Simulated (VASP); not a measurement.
Au$_{3}$Pt (ordered alloy cell): computed properties

Level of theory: PBEsol GGA, VASP's PBE PAW potentials (set 64) (plane waves; VASP).

- space group = R-3m (166)
- cell = a = b = 2.854 Å, c = 27.924 Å, α = β = 90.00°, γ = 120.00°
- volume per atom = 16.41 Å³/atom
- band gap (over mesh and band path) = none (metal, semimetal or under 0.01 eV)
- density = 19.88 g/cm³

```
CELL_PARAMETERS angstrom
      0.00000     2.01806     2.01806
      2.01806     0.00000     2.01806
      8.06472     8.06472     0.00751
ATOMIC_POSITIONS crystal
  Pt 0.00000 0.00000 0.00000
  Au 0.00544 0.00544 0.24592
  Au 0.00000 0.00000 0.50000
  Au 0.99456 0.99456 0.75408
```

Unless said otherwise, spin-orbit coupling is left out, though it shifts the bands of the heavy elements here.

The structure was generated: Au3Pt was put into an ordered model structure (R-3m), which need not be its known phase. It was relaxed first. Symmetry was kept, so distortions that lower it aren't found. The electron count is odd and the run is not spin-polarised, which forces a metal.
